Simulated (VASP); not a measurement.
# Be2ZnO3 (P4/mmm) in VASP: relaxation of cell and atoms with PBE

Aim: the relaxation of cell and atoms of Be2ZnO3 with PBE.

Everything below comes from runs of VASP 6.6.1. Logs are shortened: lines on timing, memory, paths and dates and some standing lists are left out, and cuts for length are marked.

## (1) Starting point

It takes space group P4/mmm (No. 123, tetragonal). Conventional cell: a = 3.923 Å, b = 3.923 Å, c = 3.893 Å, α = 90.00°, β = 90.00°, γ = 90.00°. Be (site symmetry 4/mmm) is surrounded by 2 Zn at 1.95 Å. Be (site symmetry 4/mmm) is surrounded by 2 O at 1.95 Å. Around Zn (site symmetry 4/mmm) lie 2 Be at 1.95 Å and 4 O at 1.96 Å. Around O (site symmetry 4/mmm) lie 2 Be at 1.95 Å and 4 O at 1.96 Å. O (site symmetry mmm) is surrounded by 2 Zn at 1.96 Å and 2 O at 1.96 Å.

The cell was built by a generator and needn't be a form met in nature.

## (2) Relaxation of cell and atoms, PBE

INCAR reads:

```
  PREC = Normal
  ENCUT = 520
  EDIFF = 1E-4
  ISMEAR = 0
  SIGMA = 0.15
  LREAL = False
  LASPH = True
  NELM = 60
  ALGO = Fast
  ISIF = 3
  LWAVE = False
  LCHARG = False
  GGA = PE
  IBRION = 2
  NSW = 24
  EDIFFG = -0.08
```

KPOINTS reads:

```
Automatic mesh
0
Gamma
  4 4 4
```

POSCAR reads:

```
Be2ZnO3
1.0
    3.9226730400      0.0000000000      0.0000000000
    0.0000000000      3.9226730400      0.0000000000
    0.0000000000      0.0000000000      3.8932452600
Be Zn O
2 1 3
Direct
    0.5000000000      0.5000000000      0.0000000000
    0.0000000000      0.0000000000      0.0000000000
    0.5000000000      0.5000000000      0.5000000000
    0.0000000000      0.0000000000      0.5000000000
    0.0000000000      0.5000000000      0.5000000000
    0.5000000000      0.0000000000      0.5000000000
```

Potentials or basis: VASP PAW PBE potentials, release 64 (Be, Zn, O).

Started as:

```console
cat potpaw_PBE.64/Be/POTCAR potpaw_PBE.64/Zn/POTCAR potpaw_PBE.64/O/POTCAR > POTCAR
mpirun -np 1 vasp_std > vasp.out
```

OUTCAR:

```text
PREC = Normal
   ENCUT = 520
   EDIFF = 1E-4
   ISMEAR = 0
   LREAL = False
   LASPH = True
   NELM = 60
   ISIF = 3
   GGA = PE
   IBRION = 2
   NSW = 24
   EDIFFG = -0.08

 ion  position               nearest neighbor table
   1  0.500  0.500  0.000-   3 1.95   3 1.95
   2  0.000  0.000  0.000-   4 1.95   4 1.95
   3  0.500  0.500  0.500-   1 1.95   1 1.95   6 1.96   5 1.96   6 1.96   5 1.96
   4  0.000  0.000  0.500-   2 1.95   2 1.95   6 1.96   5 1.96   5 1.96   6 1.96
   5  0.000  0.500  0.500-   3 1.96   4 1.96   4 1.96   3 1.96
   6  0.500  0.000  0.500-   3 1.96   4 1.96   3 1.96   4 1.96

  LATTYP: Found a simple tetragonal cell.
 ALAT       =     3.9226730400
 C/A-ratio  =     0.9924980288

  Lattice vectors:

 A1 = (   3.9226730400,   0.0000000000,   0.0000000000)
 A2 = (   0.0000000000,   3.9226730400,   0.0000000000)
 A3 = (   0.0000000000,   0.0000000000,   3.8932452600)

Analysis of symmetry for initial positions (statically):
=====================================================================
 Subroutine PRICEL returns:
 Original cell was already a primitive cell.

 Routine SETGRP: Setting up the symmetry group for a
 simple tetragonal supercell.

 Subroutine GETGRP returns: Found 16 space group operations
 (whereof 16 operations were pure point group operations)
 out of a pool of 16 trial point group operations.

The static configuration has the point symmetry D_4h.

Analysis of symmetry for dynamics (positions and initial velocities):
=====================================================================
 Subroutine PRICEL returns:
 Original cell was already a primitive cell.

 Routine SETGRP: Setting up the symmetry group for a
 simple tetragonal supercell.

 Subroutine GETGRP returns: Found 16 space group operations
 (whereof 16 operations were pure point group operations)
 out of a pool of 16 trial point group operations.

The dynamic configuration has the point symmetry D_4h.

 Subroutine INISYM returns: Found 16 space group operations
 (whereof 16 operations are pure point group operations),
 and found     1 'primitive' translations

----------------------------------------------------------------------------------------

                                     Primitive cell

  volume of cell :      59.9068

  direct lattice vectors                    reciprocal lattice vectors
     3.922673040  0.000000000  0.000000000     0.254928206  0.000000000  0.000000000
     0.000000000  3.922673040  0.000000000     0.000000000  0.254928206  0.000000000
     0.000000000  0.000000000  3.893245260     0.000000000  0.000000000  0.256855126

  length of vectors
     3.922673040  3.922673040  3.893245260     0.254928206  0.254928206  0.256855126
[... 78 lines left out ...]
   LSORBIT =      F    spin-orbit coupling
   LASPH  =      T    aspherical Exc in radial PAW
   ENCUT  =  520.0 eV  38.22 Ry    6.18 a.u.   7.29  7.29  7.24*2*pi/ulx,y,z
   NELM   =     60;   NELMIN=  2; NELMDL= -5     # of ELM steps
   EDIFF  = 0.1E-03   stopping-criterion for ELM
   LREAL  =      F    real-space projection
   EDIFFG = -.8E-01   stopping-criterion for IOM
   NSW    =     24    number of steps for IOM
   IBRION =      2    ionic relax: 0-MD 1-quasi-New 2-CG
   NFREE  =      1    steps in history (QN), initial steepest desc. (CG)
   ISIF   =      3    stress and relaxation
   ISYM   =      2    0-nonsym 1-usesym 2-fastsym
   POTIM  = 0.5000    time-step for ionic-motion
   TEBEG  =    0.0;   TEEND  =   0.0 temperature during run
   PSTRESS=    0.0 pullay stress
   NELECT =      34.0000    total number of electrons
   NUPDOWN=      -1.0000    fix difference up-down
   EMIN   =  10.00;   EMAX   =-10.00  energy-range for DOS
   EFERMI =   0.00;   METHOD = LEGACY
   ISMEAR =     0;   SIGMA  =   0.15  broadening in eV -4-tet -1-fermi 0-gaus
   EFERMI_NEDOS =   21; number of points for ismear=-14 and -15
   IALGO  =     68    algorithm
   IMIX   =      4    mixing-type and parameters
     AMIX     =   0.40;   BMIX     =  1.00
     AMIX_MAG =   1.60;   BMIX_MAG =  1.00
  volume/ion in A,a.u.               =       9.98        67.38
  Fermi-wavevector in a.u.,A,eV,Ry     =   1.355426  2.561384 24.996346  1.837180
  Thomas-Fermi vector in A             =   2.482515
   LORBIT       =      0    0 simple, 1 ext, 2 COOP (PROOUT), +10 PAW based schemes
   GGA     = PE    functional components
   LHFCALC =     F    Hartree Fock is set to
   AEXX    =    0.0000 exact exchange contribution
   IVDW    =     0    specifies the selected vdW correction
   LEPSILON=     F    determine dielectric tensor
   LRPA    =     F    only Hartree local field effects (RPA)
 conjugate gradient relaxation of ions
 non-spin polarized calculation
 RMM-DIIS sequential band-by-band and
 Gauss-broadening in eV      SIGMA  =   0.15
  energy-cutoff  :      520.00
  volume of cell :       59.91
 maximum number of plane-waves:      1630
   NGX = 15   NGY = 15   NGZ = 15

--------------------------------------- Ionic step        1  -------------------------------------------

 number of electron      33.9999866 magnetization

 Free energy of the ion-electron system (eV)
  ---------------------------------------------------
  ext. energy  EPLUGINS =         0.00000000
  ---------------------------------------------------
  free energy    TOTEN  =       -18.95289752 eV

  energy without entropy =      -18.90242275  energy(sigma->0) =      -18.92766013

------------------------ aborting loop because EDIFF is reached ----------------------------------------

  FORCE on cell =-STRESS in cart. coord.  units (eV):
  Direction    XX          YY          ZZ          XY          YZ          ZX
  --------------------------------------------------------------------------------------
  -------------------------------------------------------------------------------------
  Total        6.3505811      6.3505811      7.0430346      0.0000000      0.0000000      0.0000000
  in kB      169.8431601    169.8431601    188.3624893      0.0000000      0.0000000      0.0000000
  external PRESSURE =     176.0162698 kB  Pullay stress =       0.0000000 kB
[... 67 lines left out ...]
--------------------------------------- Ionic step        3  -------------------------------------------

 number of electron      34.0000072 magnetization

 Free energy of the ion-electron system (eV)
  ---------------------------------------------------
  ext. energy  EPLUGINS =         0.00000000
  ---------------------------------------------------
  free energy    TOTEN  =       -19.36139755 eV

  energy without entropy =      -19.31144791  energy(sigma->0) =      -19.33642273

 E-fermi :   3.0253     XC(G=0): -10.2172

 val. band max:        2.9634009505   @ k =   0.2500   0.2500   0.2500
 cond. band min:       3.0477812562   @ k =   0.2500   0.2500   0.5000
 fundamental gap:      0.0843803057
 Fermi energy:         3.0252563777

 k-point     1 :       0.0000    0.0000    0.0000
  band No.  band energies     occupation
      1     -17.3924      2.00000
      2     -14.7772      2.00000
      3     -13.3583      2.00000
      4      -5.0033      2.00000
      5      -4.2798      2.00000
      6      -4.2798      2.00000
[... 454 lines left out ...]
  FREE ENERGIE OF THE ION-ELECTRON SYSTEM (eV)
  ---------------------------------------------------
  free  energy   TOTEN  =       -19.3613975489 eV

  energy  without entropy=      -19.3114479111  energy(sigma->0) =      -19.33642273

 reached required accuracy - stopping structural energy minimisation
```

CONTCAR:

```text
Be2ZnO3
   1.00000000000000
     4.0925690594703621    0.0000000000000000    0.0000000000000000
     0.0000000000000000    4.0925690594703621    0.0000000000000000
    -0.0000000000000000    0.0000000000000000    4.0802528426358409
  Be              Zn              O
     2     1     3
Direct
     0.5000000000000000    0.5000000000000000    0.0000000000000000
     0.0000000000000000    0.0000000000000000    0.0000000000000000
     0.5000000000000000    0.5000000000000000    0.5000000000000000
     0.0000000000000000    0.0000000000000000    0.5000000000000000
     0.0000000000000000    0.5000000000000000    0.5000000000000000
     0.5000000000000000    0.0000000000000000    0.5000000000000000

  0.00000000E+00  0.00000000E+00  0.00000000E+00
  0.00000000E+00  0.00000000E+00  0.00000000E+00
  0.00000000E+00  0.00000000E+00  0.00000000E+00
  0.00000000E+00  0.00000000E+00  0.00000000E+00
  0.00000000E+00  0.00000000E+00  0.00000000E+00
  0.00000000E+00  0.00000000E+00  0.00000000E+00
```

Wall time 18 s (1 thread of Intel Xeon Platinum 8488C (Sapphire Rapids), shared host); peak memory 0.15 GiB.

Results:

```yaml
Free_energy: -19.3614 eV
Relaxed_volume: 11.39 Å³/atom
Relaxed_cell: a = 4.093 Å, b = 4.093 Å, c = 4.080 Å, α = 90.00°, β = 90.00°, γ = 90.00°
Space_group_after_relaxing_to_0.05_Å: P4/mmm (No. 123)
Energy_gained_by_relaxing: 68.1 meV/atom
Ionic_steps: 3
Pressure_after_relaxing: -0.4 GPa
Band_gap_on_the_k_mesh: none (metal or under the smearing width)
```

Stress tensor (GPa, compression positive):
```
-0.63  0.00  0.00
 0.00 -0.63  0.00
 0.00  0.00  0.04
```

Step by step:
```csv
step,energy change (eV),largest force (eV/Å),pressure (GPa),volume (Å³)
1,0.0000,0.0000,17.60,59.91
2,-0.3936,0.0000,-1.84,69.93
3,-0.4085,0.0000,-0.41,68.34
```

Final structure:
```
Be Zn O
1.0
     4.09257    0.00000    0.00000
     0.00000    4.09257    0.00000
     0.00000    0.00000    4.08025
Be Zn O
2 1 3
Direct
  0.50000 0.50000 0.00000
  0.00000 0.00000 0.00000
  0.50000 0.50000 0.50000
  0.00000 0.00000 0.50000
  0.00000 0.50000 0.50000
  0.50000 0.00000 0.50000
```

Caveat: the k mesh is coarse (spacing up to 0.40 Å⁻¹), so the values aren't converged; the relaxation stopped at a loose force limit of 0.08 eV/Å, so its end isn't a converged minimum.
